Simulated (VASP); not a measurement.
These are PBE0 hybrid, VASP's PBE PAW potentials (set 64) (plane waves; VASP) values and carry that method's errors.

A VASP calculation is set up with these files.

### POSCAR
```
HgTe
1
    0.0000000000     3.2594032065     3.2594032065
    3.2594032065     0.0000000000     3.2594032065
    3.2594032065     3.2594032065     0.0000000000
Hg Te
1 1
Direct
  0.0000000000   0.0000000000   0.0000000000
  0.2500000000   0.2500000000   0.2500000000
```

KPOINTS:
```
Regular mesh
0
gamma
6 6 6
0 0 0
```

**INCAR**
```
# general
SYSTEM    =  HgTe
PREC      =  Accurate
ENCUT     =  520
LREAL     =  .FALSE.
LASPH     =  .TRUE.
ISYM      =  3

# electronic loop
EDIFF     =  1E-6
NELM      =  60
ALGO      =  Normal
LMAXMIX   =  6

# smearing
ISMEAR    =  0
SIGMA     =  0.05

# functional
GGA       =  PE
LHFCALC   =  .TRUE.
AEXX      =  0.25
HFRCUT    =  -1
PRECFOCK  =  Fast

# ions
ISIF      =  2

# output
LWAVE     =  .FALSE.
LCHARG    =  .FALSE.
```

POTCAR, in this order: Hg Te (PBE.64 set). Program: vasp_std. Read from the step before: WAVECAR.

Output of the run:

File OSZICAR:
```
       N       E                     dE             d eps       ncg     rms          rms(c)
DAV:   1    -0.523074147813E+01   -0.52307E+01   -0.12037E+00   416   0.103E+01    0.970E+00
DAV:   2    -0.524384019813E+01   -0.13099E-01   -0.59276E-02   476   0.269E+00    0.633E+00
DAV:   3    -0.524347475846E+01    0.36544E-03   -0.54167E-03   479   0.858E-01    0.394E+00
DAV:   4    -0.524323997690E+01    0.23478E-03   -0.47086E-04   479   0.226E-01    0.236E+00
DAV:   5    -0.524314104020E+01    0.98937E-04   -0.97401E-05   461   0.836E-02    0.141E+00
DAV:   6    -0.524311398309E+01    0.27057E-04   -0.40728E-05   461   0.495E-02    0.850E-01
DAV:   7    -0.524309098652E+01    0.22997E-04   -0.71846E-06   466   0.235E-02    0.514E-01
DAV:   8    -0.524306691359E+01    0.24073E-04   -0.38689E-06   365   0.150E-02    0.309E-01
DAV:   9    -0.524315040404E+01   -0.83490E-04   -0.54297E-06   371   0.130E-02    0.186E-01
DAV:  10    -0.524335249257E+01   -0.20209E-03   -0.14878E-05   393   0.165E-02    0.111E-01
DAV:  11    -0.524333471124E+01    0.17781E-04   -0.23641E-06   321   0.744E-03    0.671E-02
DAV:  12    -0.524333472778E+01   -0.16547E-07   -0.36836E-07   233   0.367E-03
   1 F= -.52433347E+01 E0= -.52433347E+01  d E =-.889057E-08
```

### OUTCAR
```
------------------------ aborting loop because EDIFF is reached ----------------------------------------
  FORCE on cell =-STRESS in cart. coord.  units (eV):
  Direction    XX          YY          ZZ          XY          YZ          ZX
  --------------------------------------------------------------------------------------
  Total        0.3305564      0.3305564      0.3305564      0.0000000      0.0000000     -0.0000000
  in kB        7.6473659      7.6473659      7.6473659      0.0000000      0.0000000     -0.0000000
  external PRESSURE =       7.6473659 kB  Pullay stress =       0.0000000 kB
  volume of cell :       69.25
      direct lattice vectors                 reciprocal lattice vectors
     0.000000000  3.259403207  3.259403207    -0.153402316  0.153402316  0.153402316
     3.259403207  0.000000000  3.259403207     0.153402316 -0.153402316  0.153402316
     3.259403207  3.259403207  0.000000000     0.153402316  0.153402316 -0.153402316
 POSITION                                       TOTAL-FORCE (eV/Angst)
 -----------------------------------------------------------------------------------
      0.00000      0.00000      0.00000        -0.000000     -0.000000     -0.000000
      1.62970      1.62970      1.62970         0.000000      0.000000      0.000000
 -----------------------------------------------------------------------------------
    total drift:                                0.014352      0.000825     -0.010531
  FREE ENERGIE OF THE ION-ELECTRON SYSTEM (eV)
  ---------------------------------------------------
  free  energy   TOTEN  =        -5.2433347278 eV

  energy  without entropy=       -5.2433347189  energy(sigma->0) =       -5.24333472

  exchange ACFDT corr.  =         0.00000000  see jH, gK, PRB 81, 115126
```
(Selected blocks of OUTCAR.)

The compound is HgTe in the zinc blende structure. This cell is one point of a volume scan, at 0.94 of the reference volume. The cell's shape comes from a PBE relaxation.
